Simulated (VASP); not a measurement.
Computed with PW91 GGA, VASP's PBE PAW potentials (set 64) (plane waves; VASP).

VASP ran on this input.

KPOINTS:
```
Automatic mesh
0
Gamma
13 13 7
0 0 0
```

INCAR:
```
! general
SYSTEM  = Hf
PREC    = Accurate
ENCUT   = 520
LREAL   = F
LASPH   = T

! electronic loop
EDIFF   = 1E-7
NELM    = 100
ALGO    = Normal
LMAXMIX = 6

! smearing
ISMEAR  = 1
SIGMA   = 0.1

! functional
GGA     = 91

! ions
IBRION  = 2
NSW     = 30
ISIF    = 4
EDIFFG  = -0.01

! output
LWAVE   = F
LCHARG  = F
```

### POSCAR
```
Hf
1
    1.6154571727    -2.7980538617     0.0000000000
    1.6154571727     2.7980538617     0.0000000000
    0.0000000000     0.0000000000     5.1096312814
Hf
2
Direct
  0.3333330000   0.6666670000   0.2500000000
  0.6666670000   0.3333330000   0.7500000000
```

POTCAR, in this order: Hf_pv (PBE.64 set). Program: vasp_std.

Question: What will the output report for the number of irreducible k-points (NKPTS), largest plane-wave count, number of space-group operations, FFT grid (NGX, NGY, NGZ)?

Answer: 
```json
{
  "number of irreducible k-points (NKPTS)": "84",
  "largest_plane_wave_count": "1268",
  "number_of_space_group_operations": "24",
  "FFT grid (NGX, NGY, NGZ)": "24 × 24 × 40"
}
```

The compound is Hf in the hcp structure. This cell is one point of a volume scan, at 1.03 of the reference volume. Symmetry was kept, so distortions that lower it aren't found.
